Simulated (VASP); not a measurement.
Level of theory: MS2 meta-GGA, VASP's PBE PAW potentials (set 64) (plane waves; VASP).

A VASP calculation is set up with these files.

**INCAR**
```
SYSTEM = MoS2
PREC = Accurate; ENCUT = 520; LREAL = .FALSE.
LASPH = .TRUE.
EDIFF = 1E-6; NELM = 100; ALGO = Normal
LMAXMIX = 4; LMIXTAU = .TRUE.
ISMEAR = 0; SIGMA = 0.05
METAGGA = MS2
IBRION = 2; NSW = 60; ISIF = 3
EDIFFG = -0.02
LWAVE = .FALSE.; LCHARG = .FALSE.
```

File POSCAR:
```
MoS2
1
    1.5849580936    -2.7452276679     0.0000000000
    1.5849580936     2.7452276679    -0.0000000000
    0.0000000000    -0.0000000000    13.2482555275
Mo S
2 4
Direct
  0.3333330000   0.6666670000   0.2500000000
  0.6666670000   0.3333330000   0.7500000000
  0.3333330000   0.6666670000   0.8676827180
  0.6666670000   0.3333330000   0.3676827180
  0.6666670000   0.3333330000   0.1323172820
  0.3333330000   0.6666670000   0.6323172820
```

### KPOINTS
```
Automatic mesh
0
Gamma
7 7 2
0 0 0
```

POTCAR, in this order: Mo_sv S (PBE.64 set). Program: vasp_std.

What VASP printed:

### OSZICAR
```
       N       E                     dE             d eps       ncg     rms          rms(c)
DAV:   1     0.358753825909E+03    0.35875E+03   -0.27947E+04  1128   0.148E+03
DAV:   2    -0.968686207397E+02   -0.45562E+03   -0.44511E+03  1190   0.386E+02
DAV:   3    -0.121437625514E+03   -0.24569E+02   -0.24396E+02  1246   0.778E+01
DAV:   4    -0.122030307055E+03   -0.59268E+00   -0.59028E+00  1237   0.116E+01
DAV:   5    -0.122045218202E+03   -0.14911E-01   -0.14903E-01  1316   0.173E+00    0.552E+01
DAV:   6    -0.908565743796E+02    0.31189E+02   -0.31828E+01  1048   0.492E+01    0.112E+01
DAV:   7    -0.703668062141E+02    0.20490E+02   -0.18654E+01  1058   0.285E+01    0.653E+00
DAV:   8    -0.776457048763E+02   -0.72789E+01   -0.10730E+01  1113   0.252E+01    0.796E+00
DAV:   9    -0.683109920916E+02    0.93347E+01   -0.36565E+00  1006   0.172E+01    0.266E+00
DAV:  10    -0.610807836381E+02    0.72302E+01   -0.73283E+00   992   0.217E+01    0.189E+00
DAV:  11    -0.610256127122E+02    0.55171E-01   -0.24203E-01  1288   0.368E+00    0.154E+00
DAV:  12    -0.612050091560E+02   -0.17940E+00   -0.91884E-01  1020   0.972E+00    0.146E+00
DAV:  13    -0.610923717055E+02    0.11264E+00   -0.10510E+00   992   0.899E+00    0.131E+00
DAV:  14    -0.607732876068E+02    0.31908E+00   -0.12527E+00  1006   0.932E+00    0.119E+00
DAV:  15    -0.608166530199E+02   -0.43365E-01   -0.52622E-02  1118   0.184E+00    0.827E-01
DAV:  16    -0.607693080501E+02    0.47345E-01   -0.60956E-02  1034   0.211E+00    0.810E-01
DAV:  17    -0.607929206609E+02   -0.23613E-01   -0.51283E-02  1034   0.197E+00    0.813E-01
DAV:  18    -0.608615431356E+02   -0.68622E-01   -0.67900E-02  1041   0.213E+00    0.704E-01
DAV:  19    -0.608365098838E+02    0.25033E-01   -0.10486E-01  1107   0.203E+00    0.104E+00
DAV:  20    -0.608359839006E+02    0.52598E-03   -0.79208E-03  1211   0.502E-01    0.799E-01
DAV:  21    -0.608445779214E+02   -0.85940E-02   -0.25312E-03  1069   0.443E-01    0.790E-01
DAV:  22    -0.608458341883E+02   -0.12563E-02   -0.55861E-03  1050   0.544E-01    0.604E-01
DAV:  23    -0.608483702612E+02   -0.25361E-02   -0.52603E-03  1050   0.583E-01    0.432E-01
DAV:  24    -0.608478859747E+02    0.48429E-03   -0.18348E-03  1069   0.364E-01    0.408E-01
DAV:  25    -0.608484813519E+02   -0.59538E-03   -0.44732E-04  1175   0.175E-01    0.346E-01
DAV:  26    -0.608484304686E+02    0.50883E-04   -0.37764E-05  1167   0.398E-02    0.336E-01
DAV:  27    -0.608486256655E+02   -0.19520E-03   -0.11869E-04  1122   0.791E-02    0.244E-01
DAV:  28    -0.608486696314E+02   -0.43966E-04   -0.24384E-05  1053   0.377E-02    0.186E-01
DAV:  29    -0.608487056320E+02   -0.36001E-04   -0.85925E-05  1141   0.551E-02    0.146E-01
DAV:  30    -0.608487233768E+02   -0.17745E-04   -0.16250E-05  1055   0.277E-02    0.118E-01
DAV:  31    -0.608487276036E+02   -0.42268E-05   -0.57923E-06  1032   0.171E-02    0.101E-01
DAV:  32    -0.608487211597E+02    0.64439E-05   -0.29048E-05   949   0.292E-02    0.554E-02
DAV:  33    -0.608487226695E+02   -0.15098E-05   -0.31505E-06   918   0.106E-02    0.460E-02
DAV:  34    -0.608487226431E+02    0.26344E-07   -0.37851E-06   957   0.119E-02
   1 F= -.60848723E+02 E0= -.60848723E+02  d E =-.608487E+02
```

File OUTCAR:
```
------------------------ aborting loop because EDIFF is reached ----------------------------------------
  FORCE on cell =-STRESS in cart. coord.  units (eV):
  Direction    XX          YY          ZZ          XY          YZ          ZX
  --------------------------------------------------------------------------------------
  Total       -0.0017696     -0.0017696      0.0236766      0.0000000      0.0000000     -0.0000000
  in kB       -0.0245924     -0.0245924      0.3290368      0.0000000      0.0000000     -0.0000000
  external PRESSURE =       0.0932840 kB  Pullay stress =       0.0000000 kB
  volume of cell :      115.29
      direct lattice vectors                 reciprocal lattice vectors
     1.584958094 -2.745227668  0.000000000     0.315465754 -0.182134256  0.000000000
     1.584958094  2.745227668  0.000000000     0.315465754  0.182134256  0.000000000
     0.000000000  0.000000000 13.248255527     0.000000000  0.000000000  0.075481636
 POSITION                                       TOTAL-FORCE (eV/Angst)
 -----------------------------------------------------------------------------------
      1.58496      0.91508      3.31206        -0.000000      0.000000      0.000000
      1.58496     -0.91508      9.93619         0.000000      0.000000      0.000000
      1.58496      0.91508     11.49528        -0.000000      0.000000     -0.005814
      1.58496     -0.91508      4.87115         0.000000     -0.000000     -0.005814
      1.58496     -0.91508      1.75297         0.000000     -0.000000      0.005814
      1.58496      0.91508      8.37710         0.000000      0.000000      0.005814
 -----------------------------------------------------------------------------------
    total drift:                               -0.000224      0.001627     -0.000030
  FREE ENERGIE OF THE ION-ELECTRON SYSTEM (eV)
  ---------------------------------------------------
  free  energy   TOTEN  =       -60.8487226431 eV

  energy  without entropy=      -60.8487226431  energy(sigma->0) =      -60.84872264

 reached required accuracy - stopping structural energy minimisation
```
(Selected blocks of OUTCAR.)

The compound is MoS2 in the 2H layered structure. It was relaxed first, which changed the volume by +8 %. The start is the result of an earlier pass.
